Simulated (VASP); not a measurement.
Method: PBEsol GGA, VASP's PBE PAW potentials (set 64) (plane waves; VASP).

Input for VASP

### INCAR
```
! general
SYSTEM =FeAl
PREC   =Accurate
ENCUT  =400
LREAL  =.FALSE.
LASPH  =.TRUE.
ICHARG =11

! electronic loop
EDIFF  =1E-7
NELM   =100
ALGO   =Normal
LMAXMIX=4

! smearing
ISMEAR =0
SIGMA  =0.05

! functional
GGA    =PS

! spin
ISPIN  =2
MAGMOM =2.3 -0.1

! output
LWAVE  =.FALSE.
LCHARG =.FALSE.
LORBIT =11
```

### KPOINTS
```
k-points along high-symmetry lines
15
Line-mode
Reciprocal
  0.000000   0.000000   0.000000 ! GAMMA
 -0.500000  -0.500000   0.000000 ! X

 -0.500000  -0.500000   0.000000 ! X
 -0.375000  -0.375000   0.250000 ! U

 -0.375000   0.000000   0.375000 ! K
  0.000000   0.000000   0.000000 ! GAMMA

  0.000000   0.000000   0.000000 ! GAMMA
 -0.000000  -0.000000   0.500000 ! L

 -0.000000  -0.000000   0.500000 ! L
 -0.500000  -0.250000   0.250000 ! W

 -0.500000  -0.250000   0.250000 ! W
 -0.500000  -0.500000   0.000000 ! X
```

POSCAR:
```
FeAl
3.8726940
  0.0000000000   0.7071068433   0.7071068433
  0.7071068433   0.0000000000   0.7071068433
  0.7071068433   0.7071068433   0.0000000000
Fe Al
1 1
direct
  1.0000000000   1.0000000000   1.0000000000
  0.2500000000   0.2500000000   0.2500000000
```

POTCAR, in this order: Fe Al (PBE.64 set). Program: vasp_std. Read from the step before: CHGCAR.

Output of the run:

**OSZICAR**
```
       N       E                     dE             d eps       ncg     rms          rms(c)
DAV:   1     0.317204253110E+02    0.31720E+02   -0.39363E+03  3616   0.785E+02
DAV:   2    -0.921609086409E+01   -0.40937E+02   -0.38195E+02  3608   0.159E+02
DAV:   3    -0.102864070955E+02   -0.10703E+01   -0.10491E+01  4276   0.329E+01
DAV:   4    -0.103040111124E+02   -0.17604E-01   -0.17582E-01  4448   0.412E+00
DAV:   5    -0.103045102938E+02   -0.49918E-03   -0.49914E-03  4176   0.672E-01
DAV:   6    -0.103045360197E+02   -0.25726E-04   -0.25726E-04  5072   0.143E-01
DAV:   7    -0.103045365714E+02   -0.55175E-06   -0.55180E-06  4274   0.167E-02
DAV:   8    -0.103045365985E+02   -0.27066E-07   -0.27276E-07  3624   0.309E-03
   1 F= -.10304537E+02 E0= -.10303378E+02  d E =-.231679E-02  mag=     2.1148
```

File OUTCAR:
```



 magnetization (x)

# of ion       s       p       d       tot
------------------------------------------
    1        0.072  -0.012   2.297   2.356
    2       -0.014  -0.058   0.000  -0.072
--------------------------------------------------
tot          0.058  -0.070   2.297   2.285
```
(Selected blocks of OUTCAR.)

File OUTCAR:
```
 val. band max:        3.0215096237   @ k =  -0.2500  -0.2500   0.0000

 cond. band min:       3.0291119976   @ k =  -0.3482   0.0000   0.3482



 spin component 1

 k-point     1 :       0.0000    0.0000    0.0000
  band No.  band energies     occupation
      1      -4.3931      1.00000
      2       0.7764      1.00000
      3       0.7764      1.00000
      4       0.7764      1.00000
      5       0.9713      1.00000
      6       0.9713      1.00000
      7       9.7890      0.00000
      8       9.7890      0.00000
      9       9.7890      0.00000
     10      10.4645      0.00000

 k-point     2 :      -0.0357   -0.0357    0.0000
  band No.  band energies     occupation
      1      -4.3685      1.00000
      2       0.7690      1.00000
      3       0.7814      1.00000
      4       0.7814      1.00000
      5       0.9667      1.00000
      6       0.9738      1.00000
      7       9.4389      0.00000
      8       9.4389      0.00000
      9       9.6933      0.00000
     10      10.3697      0.00000

 k-point     3 :      -0.0714   -0.0714    0.0000
  band No.  band energies     occupation
      1      -4.2946      1.00000
      2       0.7470      1.00000
      3       0.7964      1.00000
      4       0.7964      1.00000
      5       0.9537      1.00000
      6       0.9818      1.00000
      7       8.9010      0.00000
      8       8.9010      0.00000
      9       9.4225      0.00000
     10      10.1394      0.00000

 k-point     4 :      -0.1071   -0.1071    0.0000
  band No.  band energies     occupation
      1      -4.1719      1.00000
      2       0.7107      1.00000
      3       0.8215      1.00000
      4       0.8215      1.00000
      5       0.9333      1.00000
      6       0.9945      1.00000
      7       8.3612      0.00000
      8       8.3612      0.00000
      9       9.0135      0.00000
     10       9.8570      0.00000

...
```

The density is held fixed in this step, so its total energy and stress have no physical meaning.

The structure was generated: FeAl was put into the zinc blende type (F-43m), which need not be its known phase. It was relaxed first, which changed the volume by -18 %.
